**How can I estimate the pressure on squeezed or stretched aluminium by hand?**

I have this set of calculations for aluminium, with the crystal held at seven volumes:

VASP 6.6.1 calculations of fcc aluminium at seven fixed volumes, using r2SCAN with rVV10 dispersion and the recommended PAW PBE potentials, without spin polarisation. The one-atom cell has a plane-wave cutoff of 520 eV, an 18×18×18 k mesh and Gaussian smearing of 0.1 eV. Pressure is positive in compression.

```csv
volume (Å³/atom),shortest distance (Å),pressure (GPa)
14.378,2.729,10.930
14.852,2.759,6.670
15.326,2.788,3.050
15.800,2.817,0.000
16.274,2.844,-2.580
16.748,2.872,-4.760
17.222,2.899,-6.570
```

Two rows puzzle me. At 14.852 Å³ per atom the metal is 6 percent smaller than at zero pressure, and at 16.748 Å³ it is 6 percent larger. The squeeze takes 6.67 GPa, but the equal stretch takes a pull of only 4.76 GPa. Why are the two so different, and is there a rule simple enough for a pocket calculator that gets both right?

**Answer**

Start with the row at 15.800 Å³, where the pressure vanishes. This is the resting volume V₀ of the calculated metal. A positive pressure pushes the crystal below that volume, and a negative one means that it is being pulled outward equally in every direction. What matters is the fraction of the resting volume that has been squeezed out,

q = 1 − V/V₀,

which is positive in compression and negative in expansion.

If aluminium were a perfect spring, pressure would be a fixed stiffness times q, and your two rows would differ only in sign. Instead the metal resists more strongly the denser it gets. Between the two smallest volumes its local stiffness, the pressure gained per fractional loss of volume, is about 131 GPa; between the two largest it is about 65 GPa. The rule therefore needs a second number to say how fast the resistance grows:

P ≈ B q (1 + c q)

Here B is the stiffness at rest, known as the bulk modulus, and c is the growth number.

**Where the growth comes from**

Aluminium's three outer electrons per atom behave much like a gas confined to the crystal. Confinement costs kinetic energy, which rises as V^(−2/3), so the electrons push outward with a pressure that goes as V^(−5/3). The electrical attraction that holds the metal together has an energy that goes as one over distance, or V^(−1/3), and its inward pressure goes as V^(−4/3). Suppose for now that these two are all there is, so that they cancel at rest. On compression the outward push grows faster and wins by a widening margin; on expansion both fade, and the net pull builds up more and more slowly.

This picture also gives a value for c. Expanding the difference of two such powers, m for the push and n for the pull, to second order in q gives c = (m + n + 1)/2. With m = 5/3 and n = 4/3, c is 2. Theory thus supplies the sign of the asymmetry and a first guess at its size.

The calculated pressures ask for more. I took both constants from the two rows nearest rest, at 3 percent compression and 3 percent expansion. Pressure divided by q is 101.7 GPa in the first and 86 GPa in the second. Their mean gives B ≈ 94 GPa, and their difference gives c ≈ 2.8. The simple picture also falls short on the stiffness itself: with the kinetic energy of free electrons put in, it gives a B of only about 49 GPa, roughly half the value found here. One thing it leaves out is the size of the ion cores. The outer electrons are largely kept out of them, which weakens the attraction. In the simplest model this acts as an extra push that goes as V^(−2), steeper than both powers above, and so it stiffens the metal. In aluminium that push is far from small, so the two-term balance is a sketch of the asymmetry and not a full account of the forces. Yet the core push can't lift c to 2.8. Even if it were the only push against the V^(−4/3) pull, the formula would give c = (2 + 4/3 + 1)/2 ≈ 2.2. The rest is expected to come mainly from the way the electrons rearrange around the ions, which these pressures don't show separately.

**Your two rows, worked through**

Neither row was used to set the constants, so both are fair tests. For 14.852 Å³, q = 1 − 14.852/15.800 = 0.06, and

P ≈ 94 × 0.06 × (1 + 2.8 × 0.06) = 5.64 × 1.168 ≈ 6.6 GPa.

The calculation gives 6.67 GPa, so the estimate is about 1 percent low.

For 16.748 Å³, q = −0.06. The first factor keeps its size and changes sign, while the bracket drops below one:

P ≈ −5.64 × 0.832 ≈ −4.7 GPa.

The calculated value is −4.76 GPa, again just over 1 percent stronger than the estimate. The bracket is the answer to your puzzle: the same spring term is raised by 17 percent on one side and cut by 17 percent on the other.

**How far the rule carries**

At the ends of the table, 9 percent from rest, the rule gives pressures 3 to 4 percent too weak. If you can raise a number to a power, Murnaghan's equation does better at these larger volume changes with the same two constants:

P = (B/B′) [(V₀/V)^B′ − 1], with B′ = 2c − 1 = 4.6.

B′ is the rate at which the bulk modulus rises with pressure. This form stays within 2 percent of the calculated pressure on every row. The analysis printed below compares both forms with the plain spring and with the electron-gas powers.

Beyond the table the two forms part company. At 20 percent compression the short rule gives about 29 GPa and Murnaghan's equation about 37 GPa. The true curve probably runs between them, since on the most compressed row the short rule is already too low and Murnaghan's equation slightly too high. On the stretched side the short rule fails outright: near 18 percent expansion its pull stops growing, merely because the series was cut after two terms. That turning point is not the strength of aluminium. The calculation keeps a perfect crystal at every volume, whereas a real piece can open voids or crack.

**Using it for real metal**

The most costly mistake is to mix resting volumes. An error of 1 percent in V₀ shifts the pressure near rest by roughly 94 × 0.01 ≈ 1 GPa, even when the true pressure is zero. Real aluminium at room temperature has a volume roughly 5 percent larger than the calculated resting value (a rough, recalled figure). Put that volume into the rule with V₀ = 15.800 Å³, and it reports a pull of about 4 GPa on a piece of metal lying untouched on a bench.

Part of that offset, roughly half in aluminium, is expected because the calculation holds the atoms still, while zero-point motion and heat expand a real crystal. The rest points to the method itself, which makes the metal somewhat too dense. For a real part, therefore, take V₀ and B from measurements at the working temperature. If a measured B′ is at hand, c = (B′ + 1)/2 turns it into the growth number. The same recipe serves another metal, as long as it keeps its crystal structure and its electronic and magnetic state, and the volume change stays at a few percent.

Numerical output:

```
pressure over squeezed fraction, row 3 percent compressed, GPa: 101.7
pressure over squeezed fraction, row 3 percent expanded, GPa: 86
stiffness at rest B before rounding, GPa: 93.83
growth number c before rounding: 2.783
B' that belongs to the rounded c: 4.6
local stiffness between the two smallest volumes, GPa: 131.3
local stiffness between the two largest volumes, GPa: 64.86
shortening of the contact at the smallest volume, percent: 3.124
rule against table:
     row  squeezed percent  rule GPa  rule miss GPa  rule miss percent
  14.378                 9     10.59        -0.3381             -3.093
  14.852                 6     6.588       -0.08248             -1.237
  15.326                 3     3.057        0.00688             0.2256
    15.8                 0         0              0                  0
  16.274                -3    -2.583       -0.00312             0.1209
  16.748                -6    -4.692        0.06752             -1.418
  17.222                -9    -6.328         0.2419             -3.682
other forms, miss in percent:
     row  first term alone  Murnaghan  powers 5/3 and 4/3
  14.378             -22.6      1.549              -6.562
  14.852            -15.44     0.8767              -4.317
  15.326            -7.541      0.769              -1.737
    15.8                 0          0                   0
  16.274             9.302     0.6941               3.025
  16.748             18.49     0.9377                5.44
  17.222             28.77      1.793               8.351
first term for 6 percent, GPa: 5.64
bracket for 6 percent compression: 1.168
bracket for 6 percent expansion: 0.832
largest rule miss within 6 percent of rest, percent: 1.418
free-electron estimate of B from the two powers, GPa: 48.86
rule pressure at a volume 5 percent above rest, GPa: -4.042
rule and then Murnaghan at 20 percent compression, GPa: 29.33, 36.6
expansion at which the rule turns back, percent: 17.86
```
